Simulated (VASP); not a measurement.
Here is the system:

```yaml
crystal:
  lattice:
    - [3.89837, -2.13373, 0.00000]
    - [3.89837, 2.13373, 0.00000]
    - [2.74233, 0.00000, 3.58545]
  atoms:
    - { symbol: Sb, position: [0.23350, 0.23350, 0.23350] }
    - { symbol: Sb, position: [0.77602, 0.77602, 0.76650] }
```

Calculation: PBE GGA, VASP's PBE PAW potentials (set 64) (plane waves; VASP). Settings: 400 eV cut-off, 4×4×4 Monkhorst-Pack mesh, first-order Methfessel-Paxton smearing of 0.10 eV, potentials Sb.

Gaps are read on the run's mesh, which can miss a band edge. Unless said otherwise, spin-orbit coupling is left out, though it shifts the bands of the heavy elements here.

Task: Predict the energy per atom (σ→0), pressure, largest force, band gap (on the k-mesh) with the smallest direct gap where there is one.

Result: 
| Quantity | Value |
|---|---|
| band gap (on the k-mesh) | none (metal, semimetal or under 0.01 eV) |
| energy per atom (σ→0) | -4.122 eV/atom |
| pressure | 4.50 GPa |
| largest force | 0.01570 Ry/bohr |

Only differences to runs with the same potentials and settings are physical.

The compound is Sb in the a7 structure. The cell was not relaxed at this level. The k-mesh is coarse (spacing up to 0.45 per Å, 2π included), so the numbers may not be converged in it. The run is one of a series of settings (KPOINTS 4×4×4 Monkhorst-Pack mesh against the base run), some of them coarse on purpose.
